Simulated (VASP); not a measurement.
KF (Carobbiite): relaxation of cell and atoms with LDA

KF (Carobbiite):

```
K F
1.0
     0.00000    2.70937    2.70937
     2.70937    0.00000    2.70937
     2.70937    2.70937    0.00000
K F
1 1
Direct
  0.00000 0.00000 0.00000
  0.50000 0.50000 0.50000
```

```yaml
Program: VASP 6.6.1
Task: relaxation of cell and atoms
Functional: LDA
Potentials_or_basis: VASP PAW LDA potentials, release 64 (K_sv, F)
Cutoff: 600 eV
k_mesh: 8 × 8 × 8
Occupations: gaussian, width 0.02 eV
Spin: no spin polarisation
Dipole_correction: no
Further_INCAR_settings: ALGO = Fast; EDIFF = 1e-07; IBRION = 2; EDIFFG = -0.005; NSW = 70; ISIF = 3
```

| Item | Value |
| --- | --- |
| Relaxed volume | 17.23 Å³/atom |
| Relaxed cell | a = 3.653 Å, b = 3.653 Å, c = 3.653 Å, α = 60.00°, β = 60.00°, γ = 60.00° |
| Space group after relaxing (to 0.05 Å) | Fm-3m (No. 225) |
| Energy gained by relaxing | 42.1 meV/atom |
| Ionic steps | 4 |
| Pressure after relaxing | 0.0 GPa |
| Band gap on the k mesh | 6.34 eV, direct |

Step by step:
```tsv
step	energy change (eV)	largest force (eV/Å)	pressure (GPa)	volume (Å³)
1	0.0000	0.0000	-4.41	39.78
2	-0.0667	0.0000	-2.37	36.71
3	-0.0841	0.0000	-0.26	34.70
4	-0.0842	0.0000	0.03	34.46
```

Final structure:
```yaml
crystal:
  lattice:
    - [0.00000, 2.58293, 2.58293]
    - [2.58293, 0.00000, 2.58293]
    - [2.58293, 2.58293, 0.00000]
  atoms:
    - { symbol: K, position: [0.00000, 0.00000, 0.00000] }
    - { symbol: F, position: [0.50000, 0.50000, 0.50000] }
```

Levels at points of the mesh, in eV from the valence-band top:
```tsv
k point	band 4	band 5	band 6	band 7	band 8	band 9	band 10	band 11	band 12
(0.00, 0.00, 0.00)	-8.76	-8.76	0.00	0.00	0.00	6.34	10.78	10.78	10.78
(0.50, 0.00, 0.00)	-8.80	-8.80	-0.97	-0.46	-0.46	9.20	10.98	12.45	12.45
(0.50, 0.50, 0.00)	-9.07	-9.07	-0.14	-0.02	-0.02	7.95	10.70	12.22	14.13
```

Run time: 37 s on 1 thread of Intel(R) Xeon(R) 6975P-C (Granite Rapids), with other jobs on the host, peak memory 0.17 GiB.

A k mesh can miss the band edges. LDA usually gives volumes a few per cent too small.
